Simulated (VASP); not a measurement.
# Zr2Ni: structure and properties in VASP, part 3 of 17

Aim: relax Zr2Ni, then compute properties on the relaxed cell. The start is a cell from a database of measured crystal structures.

VASP 6.6.1, plane waves and PAW; the level of theory is named at each step.

Still holding for the runs below: The k-mesh is coarse for a metal.

So far. Step 2 (Magnetic start: ferromagnetic): The moments fall under 0.1 μB, and the mesh shows no gap.

## Step 3: Magnetic start: antiferromagnetic within the cell

This step: r2SCAN with rVV10, spin-polarised from an antiferromagnetic start; plane waves and PAW (Zr_sv, Ni) (VASP 6.6.1).

Next, a pattern with opposite moments.

The input, INCAR:

```
SYSTEM = Zr2Ni
PREC = Accurate
ENCUT = 400
EDIFF = 1E-06
NELM = 100
ISMEAR = 1
SIGMA = 0.2
LREAL = .FALSE.
ALGO = Normal
METAGGA = R2SCAN
LUSE_VDW = .TRUE.
IVDW_NL = 2
BPARAM = 11.95
CPARAM = 0.0093
LASPH = .TRUE.
NBANDS = 45
ISPIN = 2
MAGMOM = 0 0 0 0 1 -1
LMAXMIX = 4
LORBIT = 11
LWAVE = .FALSE.
LCHARG = .FALSE.
KPAR = 8
ISIF = 2
```

The input, POSCAR:

```
Zr2Ni
1.0
   -3.2385000000      3.2385000000      2.6205000000
    3.2385000000     -3.2385000000      2.6205000000
    3.2385000000      3.2385000000     -2.6205000000
Zr Ni
4 2
Direct
    0.6629000000      0.1629000000      0.8258000000
    0.1629000000      0.3371000000      0.5000000000
    0.3371000000      0.8371000000      0.1742000000
    0.8371000000      0.6629000000      0.5000000000
    0.2500000000      0.2500000000      0.0000000000
    0.7500000000      0.7500000000      0.0000000000
```

The input, KPOINTS:

```
Automatic mesh
0
Gamma
6 6 6
0 0 0
```

PAW data sets: Zr_sv and Ni (PBE family, release 64).

On the command line:

```
> mpirun -np 8 vasp_std
```

Output:

```text
[banner, memory and clock lines left out]
running    8 mpi-ranks, on    1 nodes
 distrk:  each k-point on    1 cores,    8 groups
 distr:  one band on    1 cores,    1 groups

 POSCAR found type information on POSCAR ZrNi
 POSCAR found :  2 types and       6 ions
 [... a notice as in an earlier step ...]

 [... a notice as in an earlier step ...]

 [... a notice as in an earlier step ...]

 LDA part: xc-table for (None), standard interpolation
 POSCAR, INCAR and KPOINTS ok, starting setup
 FFT: planning ... GRIDC
 FFT: planning ... GRID_SOFT
 FFT: planning ... GRID
 WAVECAR not read
 entering main loop
       N       E                     dE             d eps       ncg     rms          rms(c)
Total rVV10 correction in eV:      1.4611731    70.4878365
Total rVV10 correction in eV:      1.4611731    70.4878365
Total rVV10 correction in eV:      1.4611731    70.4878365
Total rVV10 correction in eV:      1.4611731    70.4878365
Total rVV10 correction in eV:      1.4611731    70.4878365
Total rVV10 correction in eV:      1.4611731    70.4878365
Total rVV10 correction in eV:      1.4611731    70.4878365
Total rVV10 correction in eV:      1.4611731    70.4878365
DAV:   1     0.672185788670E+03    0.67219E+03   -0.28648E+04  5400   0.143E+03
DAV:   2    -0.594490085197E+02   -0.73163E+03   -0.70948E+03  5781   0.446E+02
DAV:   3    -0.138143453072E+03   -0.78694E+02   -0.74772E+02  8234   0.138E+02
DAV:   4    -0.147767365825E+03   -0.96239E+01   -0.94428E+01  8627   0.397E+01
DAV:   5    -0.148400757547E+03   -0.63339E+00   -0.63265E+00  8711   0.973E+00    0.390E+01
Total rVV10 correction in eV:      1.3391430    70.4878388
Total rVV10 correction in eV:      1.3391430    70.4878388
Total rVV10 correction in eV:      1.3391430    70.4878388
Total rVV10 correction in eV:      1.3391430    70.4878388
Total rVV10 correction in eV:      1.3391430    70.4878388
Total rVV10 correction in eV:      1.3391430    70.4878388
Total rVV10 correction in eV:      1.3391430    70.4878388
Total rVV10 correction in eV:      1.3391430    70.4878388
DAV:   6    -0.139892193566E+03    0.85086E+01   -0.19437E+02  6165   0.166E+02    0.495E+01
Total rVV10 correction in eV:      1.3640354    70.4878402
Total rVV10 correction in eV:      1.3640354    70.4878402
Total rVV10 correction in eV:      1.3640354    70.4878402
Total rVV10 correction in eV:      1.3640354    70.4878402
Total rVV10 correction in eV:      1.3640354    70.4878402
Total rVV10 correction in eV:      1.3640354    70.4878402
Total rVV10 correction in eV:      1.3640354    70.4878402
Total rVV10 correction in eV:      1.3640354    70.4878402
DAV:   7    -0.117041948468E+03    0.22850E+02   -0.56985E+01  6915   0.539E+01    0.133E+01
Total rVV10 correction in eV:      1.3643404    70.4878398
Total rVV10 correction in eV:      1.3643404    70.4878398
Total rVV10 correction in eV:      1.3643404    70.4878398
Total rVV10 correction in eV:      1.3643404    70.4878398
Total rVV10 correction in eV:      1.3643404    70.4878398
Total rVV10 correction in eV:      1.3643404    70.4878398
Total rVV10 correction in eV:      1.3643404    70.4878398
Total rVV10 correction in eV:      1.3643404    70.4878398
DAV:   8    -0.115630442109E+03    0.14115E+01   -0.13734E+01  7434   0.363E+01    0.101E+01
Total rVV10 correction in eV:      1.3430189    70.4878393
Total rVV10 correction in eV:      1.3430189    70.4878393
Total rVV10 correction in eV:      1.3430189    70.4878393
Total rVV10 correction in eV:      1.3430189    70.4878393
Total rVV10 correction in eV:      1.3430189    70.4878393
Total rVV10 correction in eV:      1.3430189    70.4878393
Total rVV10 correction in eV:      1.3430189    70.4878393
Total rVV10 correction in eV:      1.3430189    70.4878393
DAV:   9    -0.115480578172E+03    0.14986E+00   -0.50557E+00  8129   0.219E+01    0.428E+00
Total rVV10 correction in eV:      1.3429887    70.4878396
Total rVV10 correction in eV:      1.3429887    70.4878396
Total rVV10 correction in eV:      1.3429887    70.4878396
Total rVV10 correction in eV:      1.3429887    70.4878396
Total rVV10 correction in eV:      1.3429887    70.4878396
Total rVV10 correction in eV:      1.3429887    70.4878396
Total rVV10 correction in eV:      1.3429887    70.4878396
Total rVV10 correction in eV:      1.3429887    70.4878396
DAV:  10    -0.115442492670E+03    0.38086E-01   -0.51826E-01  7670   0.404E+00    0.256E+00
Total rVV10 correction in eV:      1.3424910    70.4878396
Total rVV10 correction in eV:      1.3424910    70.4878396
Total rVV10 correction in eV:      1.3424910    70.4878396
Total rVV10 correction in eV:      1.3424910    70.4878396
Total rVV10 correction in eV:      1.3424910    70.4878396
Total rVV10 correction in eV:      1.3424910    70.4878396
Total rVV10 correction in eV:      1.3424910    70.4878396
Total rVV10 correction in eV:      1.3424910    70.4878396
DAV:  11    -0.115434937076E+03    0.75556E-02   -0.55251E-02  7768   0.174E+00    0.154E+00
Total rVV10 correction in eV:      1.3427867    70.4878395
Total rVV10 correction in eV:      1.3427867    70.4878395
Total rVV10 correction in eV:      1.3427867    70.4878395
Total rVV10 correction in eV:      1.3427867    70.4878395
Total rVV10 correction in eV:      1.3427867    70.4878395
Total rVV10 correction in eV:      1.3427867    70.4878395
Total rVV10 correction in eV:      1.3427867    70.4878395
Total rVV10 correction in eV:      1.3427867    70.4878395
DAV:  12    -0.115436873404E+03   -0.19363E-02   -0.33246E-02  7497   0.167E+00    0.188E-01
Total rVV10 correction in eV:      1.3432664    70.4878395
Total rVV10 correction in eV:      1.3432664    70.4878395
Total rVV10 correction in eV:      1.3432664    70.4878395
Total rVV10 correction in eV:      1.3432664    70.4878395
Total rVV10 correction in eV:      1.3432664    70.4878395
Total rVV10 correction in eV:      1.3432664    70.4878395
Total rVV10 correction in eV:      1.3432664    70.4878395
Total rVV10 correction in eV:      1.3432664    70.4878395
DAV:  13    -0.115438095415E+03   -0.12220E-02   -0.68329E-03  7699   0.433E-01    0.149E-01
Total rVV10 correction in eV:      1.3434607    70.4878395
Total rVV10 correction in eV:      1.3434607    70.4878395
Total rVV10 correction in eV:      1.3434607    70.4878395
Total rVV10 correction in eV:      1.3434607    70.4878395
Total rVV10 correction in eV:      1.3434607    70.4878395
Total rVV10 correction in eV:      1.3434607    70.4878395
Total rVV10 correction in eV:      1.3434607    70.4878395
Total rVV10 correction in eV:      1.3434607    70.4878395
DAV:  14    -0.115438087841E+03    0.75733E-05   -0.44606E-04  8480   0.157E-01    0.866E-02
Total rVV10 correction in eV:      1.3435835    70.4878395
Total rVV10 correction in eV:      1.3435835    70.4878395
Total rVV10 correction in eV:      1.3435835    70.4878395
Total rVV10 correction in eV:      1.3435835    70.4878395
Total rVV10 correction in eV:      1.3435835    70.4878395
Total rVV10 correction in eV:      1.3435835    70.4878395
Total rVV10 correction in eV:      1.3435835    70.4878395
Total rVV10 correction in eV:      1.3435835    70.4878395
DAV:  15    -0.115438068448E+03    0.19394E-04   -0.22477E-04  7532   0.141E-01    0.445E-02
Total rVV10 correction in eV:      1.3434982    70.4878395
Total rVV10 correction in eV:      1.3434982    70.4878395
Total rVV10 correction in eV:      1.3434982    70.4878395
Total rVV10 correction in eV:      1.3434982    70.4878395
Total rVV10 correction in eV:      1.3434982    70.4878395
Total rVV10 correction in eV:      1.3434982    70.4878395
Total rVV10 correction in eV:      1.3434982    70.4878395
Total rVV10 correction in eV:      1.3434982    70.4878395
DAV:  16    -0.115438066016E+03    0.24319E-05   -0.39355E-05  6463   0.461E-02    0.182E-02
Total rVV10 correction in eV:      1.3435059    70.4878395
Total rVV10 correction in eV:      1.3435059    70.4878395
Total rVV10 correction in eV:      1.3435059    70.4878395
Total rVV10 correction in eV:      1.3435059    70.4878395
Total rVV10 correction in eV:      1.3435059    70.4878395
Total rVV10 correction in eV:      1.3435059    70.4878395
Total rVV10 correction in eV:      1.3435059    70.4878395
Total rVV10 correction in eV:      1.3435059    70.4878395
DAV:  17    -0.115438063878E+03    0.21382E-05   -0.48359E-06  5921   0.188E-02    0.700E-03
Total rVV10 correction in eV:      1.3435146    70.4878395
Total rVV10 correction in eV:      1.3435146    70.4878395
Total rVV10 correction in eV:      1.3435146    70.4878395
Total rVV10 correction in eV:      1.3435146    70.4878395
Total rVV10 correction in eV:      1.3435146    70.4878395
Total rVV10 correction in eV:      1.3435146    70.4878395
Total rVV10 correction in eV:      1.3435146    70.4878395
Total rVV10 correction in eV:      1.3435146    70.4878395
DAV:  18    -0.115438063459E+03    0.41859E-06   -0.78415E-07  3595   0.874E-03
Total rVV10 correction in eV:      1.3435105    70.4878395
Total rVV10 correction in eV:      1.3435105    70.4878395
Total rVV10 correction in eV:      1.3435105    70.4878395
Total rVV10 correction in eV:      1.3435105    70.4878395
Total rVV10 correction in eV:      1.3435105    70.4878395
Total rVV10 correction in eV:      1.3435105    70.4878395
Total rVV10 correction in eV:      1.3435105    70.4878395
Total rVV10 correction in eV:      1.3435105    70.4878395
Total rVV10 correction in eV:      1.3435172    70.4878395
Total rVV10 correction in eV:      1.3435172    70.4878395
Total rVV10 correction in eV:      1.3435172    70.4878395
Total rVV10 correction in eV:      1.3435172    70.4878395
Total rVV10 correction in eV:      1.3435172    70.4878395
Total rVV10 correction in eV:      1.3435172    70.4878395
Total rVV10 correction in eV:      1.3435172    70.4878395
Total rVV10 correction in eV:      1.3435172    70.4878395
   1 F= -.11543806E+03 E0= -.11543705E+03  d E =-.303174E-02  mag=     0.0000
```

Wall time 3.4 min (8 MPI ranks of Intel Xeon 6975P-C (Granite Rapids), shared host); peak memory 4.5 GiB.

Parts of OUTCAR (step 3):

```text
 Found     30 irreducible k-points:

   k-points           NKPTS =     30   k-points in BZ     NKDIM =     30   number of bands    NBANDS=     45

   NELECT =      68.0000    total number of electrons

 E-fermi :   9.3371

 spin component 1
 k-point     1 :       0.0000    0.0000    0.0000
  band No.  band energies     occupation
    ...
     29       8.3688      1.00000
     30       8.3688      1.00000
     31       8.4129      1.00000
     32       9.1435      1.02149
     33       9.1435      1.02148
     34       9.4499      0.09683
     35       9.4846      0.02763
     36       9.6975     -0.01434
     37       9.6976     -0.01434
     38       9.9031     -0.00023
    ...

 k-point     2 :       0.1667    0.0000    0.0000
  band No.  band energies     occupation
    ...
     30       8.3976      1.00000
     31       8.5100      1.00000
     32       8.5158      1.00000
     33       8.8261      1.00090
     34       8.9360      1.00786
     35       9.7502     -0.00643
     36       9.8879     -0.00035
     37       9.9783     -0.00003
     38      10.5686     -0.00000
     39      11.0373     -0.00000
    ...

 k-point     3 :       0.3333   -0.0000    0.0000
  band No.  band energies     occupation
    ...
     29       7.5483      1.00000
     30       7.9807      1.00000
     31       8.5933      1.00000
     32       8.6675      1.00001
     33       8.7518      1.00014
     34       9.3750      0.34286
     35       9.6488     -0.02498
     36       9.9743     -0.00003
     37      10.1833     -0.00000
     38      10.4181     -0.00000
    ...

 k-point     4 :       0.5000    0.0000    0.0000
  band No.  band energies     occupation
    ...
     30       7.6639      1.00000
     31       8.7449      1.00012
     32       8.7450      1.00012
     33       9.0874      1.03537
     34       9.0874      1.03537
     35      10.0251     -0.00001
     36      10.0251     -0.00001
     37      10.1714     -0.00000
     38      10.1714     -0.00000
     39      10.6134     -0.00000
    ...

  Total       -1.1928828     -1.1928828     -1.1052878      0.0000000      0.0000000      0.0000000
  in kB      -17.3850676    -17.3850676    -16.1084592      0.0000000      0.0000000      0.0000000
  external PRESSURE =     -16.9595315 kB  Pullay stress =       0.0000000 kB

 POSITION                                       TOTAL-FORCE (eV/Angst)
 -----------------------------------------------------------------------------------
      1.05510      4.29360      0.00000         0.076605      0.076605     -0.000000
      2.18340      1.05510      0.00000        -0.076605      0.076605      0.000000
      2.18340     -1.05510      2.62050        -0.076605     -0.076605     -0.000000
      1.05510      2.18340      2.62050         0.076605     -0.076605      0.000000
      0.00000      0.00000      1.31025         0.000000     -0.000000      0.000000
      0.00000      0.00000      3.93075        -0.000000     -0.000000      0.000000
 -----------------------------------------------------------------------------------
    total drift:                                0.000000      0.000000     -0.000000

  FREE ENERGIE OF THE ION-ELECTRON SYSTEM (eV)
  ---------------------------------------------------
  free  energy   TOTEN  =      -115.4380634590 eV

  energy  without entropy=     -115.4350317221  energy(sigma->0) =     -115.43705288

 magnetization (x)
# of ion       s       p       d       tot
------------------------------------------
    1        0.000   0.000   0.000   0.000
    2        0.000   0.000   0.000   0.000
    3        0.000   0.000   0.000   0.000
    4        0.000   0.000   0.000   0.000
    5        0.000   0.000  -0.000  -0.000
    6       -0.000  -0.000   0.000   0.000
--------------------------------------------------
tot          0.000   0.000   0.000   0.000

[... 9 parts as in an earlier step ...]

[... 4 further parts left out ...]
```

This step gave:

```yaml
bands: 45
pressure: -1.696 GPa
```

Force by atom:

| atom | x (eV/Å) | y (eV/Å) | z (eV/Å) | size |
| --- | --- | --- | --- | --- |
| Zr1 | 0.077 | 0.077 | 0.000 | 0.108 |
| Zr2 | -0.077 | 0.077 | 0.000 | 0.108 |
| Zr3 | -0.077 | -0.077 | 0.000 | 0.108 |
| Zr4 | 0.077 | -0.077 | 0.000 | 0.108 |
| Ni5 | 0.000 | 0.000 | 0.000 | 0.000 |
| Ni6 | 0.000 | 0.000 | 0.000 | 0.000 |

The energy lies +0.0 meV an atom from the first pattern, and both runs end without moments, so a difference comes from cell, mesh or thresholds alone. The moments fall under 0.1 μB, and the mesh shows no gap.

(Part 3 of 17 ends here.)

[Lines on the potential files, build, host, timing and source positions are cut from VASP's logs without a mark.]

[Logs are printed without paths, hosts, clocks, repeated set-up lines and the standing remarks that a program may print on its own settings, such as how far it seeks lower states.]

[Hosts, paths, dates, database ids (printed as entryN), source tags and the programs' standing remarks are cut or masked in the printed files.]

[A measured line is paired with the nearest computed mode of its activity, which favours agreement.]

[In band tables of VASP the shares of atoms and orbitals are scaled to a sum of 1 inside the atoms' spheres.]
